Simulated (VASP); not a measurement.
AlP (zinc blende): the bulk modulus from VASP (plane waves, PAW) at several levels of theory. Static lattice, third-order Birch-Murnaghan fit over five volumes.

| level | bulk modulus (GPa) |
|---|---|
| RPBE | 79.1 |
| AM05 | 85.4 |
| PBE-D3(BJ) | 88.7 |
| PBE-D4 | 89.2 |
| optB88-vdW | 83.8 |
| rev-vdW-DF2 | 84.6 |

The cell of the RPBE run:

AlP has the cubic space group F-43m (No. 216), the zinc blende structure, Pearson symbol cF8. Cell: a = 5.539 Å, b = 5.539 Å, c = 5.539 Å, α = 90.00°, β = 90.00°, γ = 90.00°. Al on 4a has 4 P at 2.398 Å (tetrahedral). P on 4d has 4 Al at 2.398 Å (tetrahedral). (Neighbours: up to the widest gap in distance over summed covalent radii, below 1.35, at either atom; cation-cation and far metal-metal contacts left out.)
(The calculation used a cell of 2 atoms; values per cell refer to that cell.)

Only levels that ran to the end are used. Left out are those held back, those with too coarse a band path, GW runs whose mesh misses a band edge, hybrids' fits of cells that aren't cubic and levels without matching references; a question may draw on a part of the rest.

The compound is AlP in the zinc blende structure.
